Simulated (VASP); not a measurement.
Given:

```xyz
1
Lattice="0.0000 2.6547 2.6547 2.6547 0.0000 2.6547 2.6547 2.6547 0.0000" Properties=species:S:1:pos:R:3 pbc="T T T"
Yb     0.0000     0.0000     0.0000
```

Level of theory: rev-vdW-DF2, VASP's PBE PAW potentials (set 64) (plane waves; VASP). Numerical set-up: 520 eV cut-off, 10×10×10 Γ-centred mesh, tetrahedra with Blöchl corrections, potentials Yb_2.

The 4f electrons are frozen in the core of the lanthanide potential, so 4f levels, which can set the real gap, and their magnetism are missing.

Q: What does the run give for the energy per atom (σ→0)?

A: 
The energy per atom (σ→0) comes out as 0.696 eV/atom.

Only differences to runs with the same potentials and settings are physical.

The compound is Yb in the fcc structure. It was relaxed first, which changed the volume by -9 %.
